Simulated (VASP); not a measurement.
Output of a VASP run:

OSZICAR:
```
       N       E                     dE             d eps       ncg     rms          rms(c)
DAV:   1    -0.264895030145E+02   -0.26490E+02   -0.12578E+00  1904   0.116E+01    0.836E-01
DAV:   2    -0.264996229641E+02   -0.10120E-01   -0.15291E-01  1872   0.230E+00    0.532E-01
DAV:   3    -0.264958758979E+02    0.37471E-02   -0.29917E-02  2136   0.122E+00    0.354E-01
DAV:   4    -0.264954469092E+02    0.42899E-03   -0.25986E-03  1744   0.475E-01    0.229E-01
DAV:   5    -0.264949357632E+02    0.51115E-03   -0.11013E-03  2080   0.337E-01    0.106E-01
DAV:   6    -0.264948534284E+02    0.82335E-04   -0.21889E-04  1640   0.115E-01    0.569E-02
DAV:   7    -0.264948026423E+02    0.50786E-04   -0.57245E-05  1400   0.730E-02    0.358E-02
DAV:   8    -0.264947923646E+02    0.10278E-04   -0.41175E-05  1456   0.433E-02    0.237E-02
DAV:   9    -0.264947898444E+02    0.25202E-05   -0.59191E-06  1120   0.258E-02
   1 F= -.26494790E+02 E0= -.26494790E+02  d E =-.180652E-16
```

**OUTCAR**
```
------------------------ aborting loop because EDIFF is reached ----------------------------------------
  volume of cell :      334.88
      direct lattice vectors                 reciprocal lattice vectors
     4.048283694  0.000000000  0.000000000     0.247018261  0.000000000  0.000000000
     0.000000000  4.048283694  0.000000000     0.000000000  0.247018261  0.000000000
     0.000000000  0.000000000 20.433913458     0.000000000  0.000000000  0.048938252
 POSITION                                       TOTAL-FORCE (eV/Angst)
 -----------------------------------------------------------------------------------
      2.02414      0.00000      9.01785        -0.000000     -0.000000      0.604144
      0.00000      2.02414     11.41606         0.000000      0.000000     -0.604144
      2.02414      2.02414     10.21696         0.000000      0.000000      0.000000
      0.00000      0.00000     10.21696        -0.000000      0.000000      0.000000
 -----------------------------------------------------------------------------------
    total drift:                                0.000000      0.000001     -0.000001
  FREE ENERGIE OF THE ION-ELECTRON SYSTEM (eV)
  ---------------------------------------------------
  free  energy   TOTEN  =       -26.4947898444 eV

  energy  without entropy=      -26.4947898444  energy(sigma->0) =      -26.49478984

  exchange ACFDT corr.  =         0.00000000  see jH, gK, PRB 81, 115126
```
(Selected blocks of OUTCAR.)

File POSCAR:
```
PbO monolayer
1
    4.0482836937     0.0000000000    -0.0000000000
    0.0000000000     4.0482836937    -0.0000000000
   -0.0000000000    -0.0000000000    20.4339134578
Pb O
2 2
Direct
  0.5000000000   0.0000000000   0.4413177818
  0.0000000000   0.5000000000   0.5586822182
  0.5000000000   0.5000000000   0.5000000000
  1.0000000000   0.0000000000   0.5000000000
```

Problem. Reconstruct the remaining input files.

Solution. One answer among several that fit: the input of the run itself, HSE06 screened hybrid (exact exchange on a k-mesh reduced by 3x3x1), plane waves, VASP's PBE PAW potentials (set 64).

### INCAR
```
SYSTEM = PbO monolayer
PREC = Normal; ENCUT = 500; LREAL = .FALSE.
LASPH = .TRUE.; ISYM = 3
EDIFF = 1E-5; NELM = 50; NELMIN = 4
ALGO = Normal; LMAXMIX = 4
ISMEAR = 0; SIGMA = 0.05
GGA = PE; LHFCALC = .TRUE.; AEXX = 0.25
HFSCREEN = 0.2; PRECFOCK = Fast
ISIF = 0
LWAVE = .FALSE.; LCHARG = .FALSE.; LVHAR = .TRUE.
NKREDX = 3; NKREDY = 3
```

### KPOINTS
```
Automatic mesh
0
Gamma
12 12 1
0 0 0
```

POTCAR, in this order: Pb_d O (PBE.64 set). Program: vasp_std. Read from the step before: WAVECAR.

Exact exchange is summed on a reduced mesh (NKRED).

The cell is a sheet with vacuum, built from PbO (litharge). The cell's shape comes from a PBE relaxation.
